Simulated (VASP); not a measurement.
Given:

```
HfC
1.0
    0.00000     2.26794     2.26794
    2.26794     0.00000     2.26794
    2.26794     2.26794     0.00000
Hf C
1 1
Cartesian
  0.00000   0.00000   0.00000
  2.26794   2.26794   2.26794
```

Calculation: rev-vdW-DF2, VASP's PBE PAW potentials (set 64) (plane waves; VASP). Run with 520 eV cut-off, 14×14×14 Γ-centred mesh, first-order Methfessel-Paxton smearing of 0.10 eV, potentials Hf_pv C.

Q: Give the stress tensor in GPa (positive for a compressed cell).

A: 
```
17.24   0.00   0.00
 0.00  17.24   0.00
 0.00   0.00  17.24
```
The pressure is its mean diagonal, 17.24 GPa.

The compound is HfC in the rock salt structure. This cell is one point of a volume scan, at 0.94 of the reference volume.
